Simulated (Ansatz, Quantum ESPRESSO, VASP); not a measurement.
## ErH: energy against volume and a worked fit

```
CELL_PARAMETERS angstrom
0.00000 2.43585 2.43585
2.43585 0.00000 2.43585
2.43585 2.43585 0.00000
ATOMIC_POSITIONS crystal
Er 0.00000 0.00000 0.00000
H 0.50000 0.50000 0.50000
```

The cell comes from a database or a generator and needn't be the stable form of this composition.

The cell was scaled at fixed shape and fractions and run with Ansatz, Ansatz PAW, cutoff 420 eV; PBE, k mesh 9 × 9 × 9 on the cell of 2 atoms, fermi-dirac occupations of 0.05 eV, collinear spin, ferromagnetic start, no spin-orbit coupling. Energies are those that the program minimises, any entropy of the smearing included. For a metal such a mesh isn't converged to the digits shown. The magnetic state is the one that the start led to, which needn't be the lowest. Plain semilocal runs treat an open f shell poorly.

```csv
V (Å³/atom),energy over the lowest row (meV/atom)
13.5856,21.870
13.8747,12.941
14.1637,6.517
14.4528,?
14.7418,0.257
15.0309,0.000
15.3200,1.430
```

Problem. Fit the third-order Birch-Murnaghan form, give V0, B0 and B′, and predict the energy left open.

Solution. With y = (V0/V)^(2/3), E = E0 + (9 V0 B0/16) [(y - 1)³ B′ + (y - 1)² (6 - 4y)]. Least squares through the rows shown give V0 = 14.9268 Å³/atom, E0 = -0.109 meV, B0 = 49.77 GPa (1 eV/Å³ = 160.218 GPa) and B′ = 4.12, with a largest miss of 0.005 meV. At V = 14.4528 the form with these constants gives 2.361 meV; the run gave 2.356 meV an atom. Other set-ups at this level, from all their volumes (Å³/atom, GPa): Quantum ESPRESSO, SSSP 1.3 efficiency PBE: V0 14.794, B0 50.44; VASP, PBE PAW files Er, H, 520 eV: V0 14.995, B0 47.72.
